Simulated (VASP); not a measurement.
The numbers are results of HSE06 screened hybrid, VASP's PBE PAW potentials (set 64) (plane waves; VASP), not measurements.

Input for VASP

**POSCAR**
```
OSi63
1
   10.9370747004     0.0000000000     0.0000000000
    0.0000000000    10.9370747004     0.0000000000
    0.0000000000     0.0000000000    10.9370747004
Si O
63 1
Direct
  0.5001173224   0.9996932637   0.0040613009
  0.6256587243   0.1261221537   0.1280759644
  0.7497732265   0.2505460518   0.0014872956
  0.8736378143   0.3745760731   0.1287585883
  0.7503122011   0.0013786450   0.2530502500
  0.8694680672   0.1302428123   0.3792844796
  0.9998513137   0.9998597454   0.0011959270
  0.1239035288   0.1238670678   0.1281079488
  0.2471216267   0.2469563697   0.9978934590
  0.3722627064   0.3720401126   0.1216228096
  0.4998134950   0.4995903690   0.0000739045
  0.6273304575   0.6272078187   0.1216098525
  0.7524741090   0.7523410968   0.9978229375
  0.8757445926   0.8756679389   0.1278023574
  0.2498439257   0.9984924850   0.2533611948
  0.3749123403   0.1254663988   0.3765514171
  0.4971620905   0.2511002617   0.2498687837
  0.6057844452   0.3935994015   0.3686033448
  0.7484402804   0.5030116753   0.2503665442
  0.8744789265   0.6253297074   0.3765206907
  0.4998880489   0.9996962791   0.5007538451
  0.6230806838   0.1280325199   0.6250736267
  0.7362224957   0.2630645868   0.4978014592
  0.8712938811   0.3763378406   0.6249217187
  0.7490132399   0.0017720915   0.7498500406
  0.8745734363   0.1252664707   0.8761101668
  0.9997515440   0.4998745737   0.0040216799
  0.1263094155   0.6254043065   0.1280634037
  0.2506983863   0.7496752435   0.0013825511
  0.3747645859   0.8736224547   0.1286930442
  0.9985174995   0.2497525383   0.2534334347
  0.1256191984   0.3747101056   0.3765561806
  0.2512212525   0.4968944555   0.2499065170
  0.3938207138   0.6056570799   0.3685495075
  0.5031912895   0.7484375530   0.2502792966
  0.6255173724   0.8744839942   0.3764659254
  0.0000069225   0.9999069641   0.5014585492
  0.1254818977   0.1253421732   0.6267610972
  0.2510410512   0.2508597836   0.5019203033
  0.3716302307   0.3713961492   0.6336571768
  0.6280098990   0.6278419859   0.6320212019
  0.7493463661   0.7492507197   0.5018137497
  0.8746715252   0.8746258793   0.6270245696
  0.2508347423   0.9979485106   0.7496858501
  0.3748253046   0.1216544516   0.8766017771
  0.4983223769   0.2491533324   0.7535311807
  0.6248648385   0.3751212611   0.8759971259
  0.7501576308   0.5017064471   0.7527764736
  0.8776023919   0.6248183826   0.8763519154
  0.0014701420   0.7500916039   0.2530346198
  0.1303426641   0.8693975363   0.3792209177
  0.9997289440   0.4997643393   0.5007457090
  0.1281093596   0.6229458869   0.6251284158
  0.2632745826   0.7361631307   0.4978356408
  0.3765162961   0.8712931862   0.6249814198
  0.9979461874   0.2506765705   0.7496148552
  0.1219074381   0.3745402487   0.8764740700
  0.2493864657   0.4982300636   0.7534844445
  0.3753549082   0.6247107364   0.8759989787
  0.5018732596   0.7499569519   0.7527853883
  0.6249835872   0.8774876696   0.8763119629
  0.0017967010   0.7489915376   0.7498865570
  0.1253546981   0.8745973498   0.8761143280
  0.4988413512   0.4987776063   0.4124152738
```

KPOINTS:
```
Automatic mesh
0
G
  1 1 1
0 0 0
```

**INCAR**
```
SYSTEM = OSi63
PREC = Normal; ENCUT = 400; LREAL = Auto
LASPH = .TRUE.; ISYM = 0; NELECT = 259.0
EDIFF = 1E-5; NELM = 50; NELMIN = 4
ALGO = Normal
ISMEAR = 0; SIGMA = 0.05
GGA = PE; LHFCALC = .TRUE.; AEXX = 0.25
HFSCREEN = 0.2; PRECFOCK = Fast
ISPIN = 2; MAGMOM = 64*0.0156; NUPDOWN = 1
ISIF = 0
LWAVE = .FALSE.; LCHARG = .FALSE.; LORBIT = 10
```

POTCAR, in this order: Si O (PBE.64 set). Program: vasp_gam. Read from the step before: WAVECAR.

The resulting files:

**OSZICAR**
```
       N       E                     dE             d eps       ncg     rms          rms(c)
DAV:   1    -0.392713798703E+03   -0.39271E+03   -0.12668E+01   648   0.816E+00    0.191E+01
DAV:   2    -0.392852145900E+03   -0.13835E+00   -0.57138E-01   688   0.150E+00    0.125E+01
DAV:   3    -0.392835094544E+03    0.17051E-01   -0.34091E-02   884   0.504E-01    0.756E+00
DAV:   4    -0.392830963468E+03    0.41311E-02   -0.40807E-02   700   0.373E-01    0.435E+00
DAV:   5    -0.392829336826E+03    0.16266E-02   -0.34731E-03   708   0.113E-01    0.252E+00
DAV:   6    -0.392828268697E+03    0.10681E-02   -0.19949E-03   748   0.108E-01    0.142E+00
DAV:   7    -0.392828166623E+03    0.10207E-03   -0.11447E-03   700   0.569E-02    0.818E-01
DAV:   8    -0.392828050748E+03    0.11588E-03   -0.66023E-05   732   0.295E-02    0.473E-01
DAV:   9    -0.392828036138E+03    0.14609E-04   -0.18708E-04   692   0.254E-02    0.260E-01
DAV:  10    -0.392828036976E+03   -0.83741E-06   -0.22035E-05   540   0.865E-03
   1 F= -.39282804E+03 E0= -.39282804E+03  d E =-.239645E-13  mag=     1.0000
```

File OUTCAR:
```
------------------------ aborting loop because EDIFF is reached ----------------------------------------
  volume of cell :     1308.29
      direct lattice vectors                 reciprocal lattice vectors
    10.937074700  0.000000000  0.000000000     0.091432127  0.000000000  0.000000000
     0.000000000 10.937074700  0.000000000     0.000000000  0.091432127  0.000000000
     0.000000000  0.000000000 10.937074700     0.000000000  0.000000000  0.091432127
 POSITION                                       TOTAL-FORCE (eV/Angst)
 -----------------------------------------------------------------------------------
      5.46982     10.93372      0.04442        -0.004055     -0.003957      0.052452
      6.84288      1.37941      1.40078        -0.027114     -0.001323     -0.026936
      8.20033      2.74024      0.01627        -0.011084      0.004596      0.039240
      9.55504      4.09677      1.40824         0.009792      0.026980     -0.041248
      8.20622      0.01508      2.76763        -0.017409     -0.007854     -0.019417
      9.50944      1.42448      4.14826         0.025975     -0.013385     -0.044140
     10.93545     10.93554      0.01308         0.005298     -0.003095      0.026312
      1.35514      1.35474      1.40113         0.007629      0.008781     -0.026674
      2.70279      2.70098     10.91404        -0.000757     -0.003524      0.054461
      4.07147      4.06903      1.33020        -0.006210      0.003339     -0.004610
      5.46650      5.46406      0.00081        -0.000913      0.000498      0.049890
      6.86116      6.85982      1.33006         0.013982      0.009166     -0.002864
      8.22987      8.22841     10.91326        -0.004559     -0.002893      0.060931
      9.57808      9.57725      1.39778         0.001854     -0.007896     -0.021167
      2.73256     10.92059      2.77103         0.007282      0.001552     -0.018311
      4.10044      1.37224      4.11837        -0.031406     -0.004818     -0.010742
      5.43750      2.74630      2.73283        -0.008935     -0.007671     -0.035420
      6.62551      4.30483      4.03144        -0.303980      0.313576      0.063888
      8.18575      5.50148      2.73828        -0.010222     -0.010988     -0.031493
      9.56424      6.83928      4.11803         0.009895      0.020851     -0.013568
      5.46731     10.93375      5.47678         0.000471     -0.003236      0.047780
      6.81468      1.40030      6.83648        -0.014237     -0.003171      0.016440
      8.05212      2.87716      5.44449         0.013039     -0.009792      0.095694
      9.52941      4.11604      6.83482         0.009918      0.021855      0.009460
      8.19201      0.01938      8.20117         0.016782     -0.001641     -0.022691
      9.56528      1.37005      9.58208        -0.006736      0.014666     -0.024381
     10.93436      5.46717      0.04399         0.010894     -0.008665      0.052161
      1.38146      6.84009      1.40064        -0.007324     -0.022565     -0.033332
      2.74191      8.19925      0.01512         0.001332     -0.011833      0.050522
      4.09883      9.55487      1.40753         0.016123      0.005845     -0.041596
     10.92086      2.73156      2.77182         0.007713      0.005558     -0.022022
      1.37391      4.09823      4.11842        -0.012291     -0.026560     -0.001562
      2.74763      5.43457      2.73325         0.002941      0.003106     -0.041294
      4.30725      6.62412      4.03085         0.290263     -0.285515      0.058310
      5.50344      8.18572      2.73732        -0.013615     -0.011957     -0.027582
      6.84133      9.56430      4.11744         0.016734     -0.000346     -0.004126
      0.00008     10.93606      5.48449         0.000960     -0.002533      0.096857
      1.37240      1.37088      6.85493        -0.007249     -0.000720     -0.081270
      2.74565      2.74367      5.48954         0.004884      0.004144      0.154257
      4.06455      4.06199      6.93036        -0.043014     -0.037382     -0.000347
      6.86859      6.86675      6.91246         0.035636      0.037019      0.018501
      8.19566      8.19461      5.48837        -0.004860     -0.002963      0.166299
      9.56635      9.56585      6.85781         0.000857     -0.000849     -0.090846
      2.74340     10.91464      8.19937        -0.016771     -0.004245     -0.026255
      4.09949      1.33054      9.58746         0.032117      0.020563      0.000516
      5.45019      2.72501      8.24143        -0.058240     -0.006911     -0.029724
      6.83419      4.10273      9.58085         0.020594     -0.020278     -0.010899
      8.20453      5.48720      8.23317         0.007008      0.054870     -0.016199
      9.59840      6.83369      9.58473        -0.000918     -0.027796      0.000453
      0.01608      8.20381      2.76746        -0.004485     -0.015704     -0.017794
      1.42557      9.50867      4.14757        -0.010912      0.018347     -0.041764
     10.93411      5.46596      5.47669         0.006488     -0.005513      0.049681
      1.40114      6.81321      6.83708        -0.000764     -0.002412      0.008364
      2.87945      8.05147      5.44487        -0.017402      0.012318      0.092757
      4.11799      9.52940      6.83547         0.018147     -0.001091      0.010693
     10.91461      2.74167      8.19859         0.004302     -0.021120     -0.024626
      1.33331      4.09637      9.58606         0.006111      0.047491      0.005127
      2.72756      5.44918      8.24092        -0.006316     -0.066870     -0.028554
      4.10528      6.83251      9.58087        -0.027117      0.021330     -0.007496
      5.48903      8.20234      8.23327         0.056524      0.020593     -0.023512
      6.83549      9.59715      9.58429        -0.030641     -0.004895      0.001509
      0.01965      8.19178      8.20157         0.006509      0.009265     -0.022557
      1.37101      9.56554      9.58213         0.010491     -0.014310     -0.023046
      5.45587      5.45517      4.51062         0.030988      0.001965     -0.322493
 -----------------------------------------------------------------------------------
    total drift:                                0.000704     -0.009748      0.074753
  FREE ENERGIE OF THE ION-ELECTRON SYSTEM (eV)
  ---------------------------------------------------
  free  energy   TOTEN  =      -392.8280369759 eV

  energy  without entropy=     -392.8280369759  energy(sigma->0) =     -392.82803698

  exchange ACFDT corr.  =         0.00000000  see jH, gK, PRB 81, 115126

 total charge

# of ion       s       p       d       tot
------------------------------------------
    1        0.761   0.957   0.000   1.718
    2        0.752   0.963   0.000   1.714
    3        0.748   0.966   0.000   1.714
    4        0.752   0.962   0.000   1.714
    5        0.749   0.966   0.000   1.715
    6        0.752   0.938   0.000   1.690
    7        0.748   0.966   0.000   1.714
    8        0.749   0.961   0.000   1.710
    9        0.749   0.968   0.000   1.717
   10        0.751   0.969   0.000   1.720
   11        0.748   0.967   0.000   1.715
   12        0.751   0.969   0.000   1.720
   13        0.749   0.968   0.000   1.717
   14        0.749   0.962   0.000   1.710
   15        0.749   0.965   0.000   1.714
   16        0.749   0.967   0.000   1.716
   17        0.752   0.976   0.000   1.727
   18        0.726   0.887   0.000   1.613
   19        0.751   0.975   0.000   1.727
   20        0.749   0.967   0.000   1.716
   21        0.748   0.966   0.000   1.714
   22        0.750   0.962   0.000   1.712
   23        0.752   0.929   0.000   1.681
   24        0.750   0.962   0.000   1.712
...
```
(Selected blocks of OUTCAR.)

The cell is charged, with a uniform compensating background. The supercell is sampled at Γ alone, which is coarse: total energies, pressure and levels can be off, energies of defects by several tenths of an eV.

The cell is a supercell with a defect, built from Si (diamond): O_Si, charge -1. The cell's shape comes from a PBE relaxation.
